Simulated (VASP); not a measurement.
Data:

```yaml
crystal:
  lattice:
    - [3.83366, 0.00000, 0.00000]
    - [-1.91683, 3.32005, 0.00000]
    - [0.00000, 0.00000, 6.24790]
  atoms:
    - { symbol: Sn, position: [0.00000, 0.00000, 0.00000] }
    - { symbol: Se, position: [0.33333, 0.66667, 0.25212] }
    - { symbol: Se, position: [0.66667, 0.33333, 0.74788] }
```

Computed with r2SCAN+rVV10, VASP's PBE PAW potentials (set 64) (plane waves; VASP). Settings: 400 eV cut-off, 8×8×4 Γ-centred mesh, tetrahedra with Blöchl corrections, potentials Sn_d Se.

The cores are frozen, which limits the accuracy of field gradients.

Problem. Give the principal components of the electric field gradient (V/Å²) and the asymmetry η at each nucleus.

Solution. 
| atom | Vxx | Vyy | Vzz | η |
|---|---|---|---|---|
| Sn1 | -2.2 | -2.2 | 4.4 | 0.00 |
| Se2 | 37.7 | 37.7 | -75.5 | 0.00 |
| Se3 | 37.7 | 37.7 | -75.5 | 0.00 |

The structure comes from a measured SnSe2 entry (P-3m1) of the Crystallography Open Database, whose conditions weren't checked. It was relaxed first.
